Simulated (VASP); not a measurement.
**SiTe2: single point with PBE**

SiTe2:

```
Te Si
1.0
     5.39667   -0.82056   -0.39296
     0.52559    7.17815    1.05044
     0.41783    0.78387    5.83693
Te Si
4 2
Direct
  0.78504 0.11499 0.67782
  0.75543 0.61893 0.78873
  0.19440 0.51018 0.38254
  0.30991 0.28275 0.01264
  0.72795 0.74284 0.18267
  0.14614 0.94391 0.40839
```

The cell was built by a generator and needn't be a form met in nature.

```json
{
  "Program": "VASP 6.6.1",
  "Task": "single point",
  "Functional": "PBE",
  "Potentials or basis": "VASP PAW PBE potentials, release 64 (Te, Si)",
  "Cutoff": "520 eV",
  "k mesh": "3 × 2 × 3",
  "Occupations": "gaussian, width 0.1 eV",
  "Spin": "no spin polarisation"
}
```

* Pressure: -6.3 GPa
* Largest force: 1.111 eV/Å
* Band gap on the k mesh: none (metal or under the smearing width)

Forces in eV/Å, atoms in the order of the input:
```
Te   0.422 -1.028 -0.033
Te  -0.190  0.631  0.340
Te   0.251  0.104 -0.795
Te  -0.378 -0.001  0.931
Si   0.509 -0.142 -0.397
Si  -0.614  0.435 -0.046
```

Stress tensor (GPa, compression positive):
```
-5.57 -0.41  1.47
-0.41 -7.52 -1.07
 1.47 -1.07 -5.87
```

Levels at points of the mesh, in eV from the Fermi level:
```
           k point  band 14  band 15  band 16  band 17  band 18  band 19
(0.00, 0.00, 0.00)    -0.73    -0.57    -0.36     0.16     0.44     0.69
(0.00, 0.50, 0.00)    -0.91    -0.51    -0.42     0.06     0.56     0.68
```

It took 29 s on 1 thread of Intel(R) Xeon(R) 6975P-C (Granite Rapids) (shared host), peak memory 0.32 GiB.

Caveat: the k mesh is coarse (spacing up to 0.45 Å⁻¹), so the values aren't converged. The run has no spin-orbit coupling, so splittings on Te are missing.
